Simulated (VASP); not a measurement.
Here is the system:

```
LaTe
1.0
    0.00000     3.56495     3.56495
    3.56495     0.00000     3.56495
    3.56495     3.56495     0.00000
La Te
1 1
Direct
  0.00000   0.00000   0.00000
  0.25000   0.25000   0.25000
```

Level of theory: PBEsol GGA, VASP's PBE PAW potentials (set 64) (plane waves; VASP). Numerical set-up: 400 eV cut-off, Gaussian smearing of 0.050 eV, potentials La Te.

Question: Give the energies of bands 6 to 11 at the high-symmetry points, in eV from the Fermi level.

Answer: 
```json
[
 {"band": "6", "Γ": "-3.69", "X": "-4.32", "U": "-4.00", "L": "-3.83", "W": "-3.70"},
 {"band": "7", "Γ": "-3.69", "X": "-2.89", "U": "-3.21", "L": "-3.39", "W": "-3.65"},
 {"band": "8", "Γ": "-3.69", "X": "-2.89", "U": "-3.04", "L": "-3.39", "W": "-2.87"},
 {"band": "9", "Γ": "-0.24", "X": "-0.36", "U": "-0.40", "L": "0.50", "W": "-0.43"},
 {"band": "10", "Γ": "0.88", "X": "0.53", "U": "0.61", "L": "0.69", "W": "0.41"},
 {"band": "11", "Γ": "0.88", "X": "0.82", "U": "0.70", "L": "0.72", "W": "0.79"}
]
```

It has no gap at this level: it comes out as a metal or semimetal.

The structure was generated: LaTe was put into the zinc blende type (F-43m), which need not be its known phase. It was relaxed first, which changed the volume by -28 %. The electron count is odd and the run is not spin-polarised, which forces a metal.
